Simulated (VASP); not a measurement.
A convergence study with VASP on ZrO2 (fluorite): one setting is varied, all else stays as given below, so the limit is that of these other settings.

```
CELL_PARAMETERS angstrom
      0.00000     2.54500     2.54500
      2.54500     0.00000     2.54500
      2.54500     2.54500     0.00000
ATOMIC_POSITIONS crystal
  Zr 0.00000 0.00000 0.00000
  O  0.25000 0.25000 0.25000
  O  0.75000 0.75000 0.75000
```

Calculation: PBE GGA, VASP's PBE PAW potentials (set 64) (plane waves; VASP). The tightest run used: 700 eV cut-off, 12×12×12 Monkhorst-Pack mesh, Gaussian smearing of 0.050 eV, potentials Zr_sv O.

| setting | E (eV/atom) | pressure (GPa) | irreducible k-points |
|---|---|---|---|
| 1×1×1 mesh | -9.9559 | -25.66 | 1 |
| 2×2×2 mesh | -9.5481 | 3.25 | 2 |
| 3×3×3 mesh | -9.5231 | 3.76 | 4 |

These are the cheaper rows. Estimate the results at 12×12×12 mesh, and how far the last row shown lies from them.

```tsv
quantity	tightest run	last row shown is off by
E (eV/atom)	-9.5245	0.0014
pressure (GPa)	3.80	-0.04
```

Left out are rungs that failed or repeat a setting and relaxations that didn't move; long series are thinned to 24 rows.

The compound is ZrO2 in the fluorite structure, the high-temperature cubic form, which is unstable at 0 K; the monoclinic form is the stable one. The cell was not relaxed at this level.
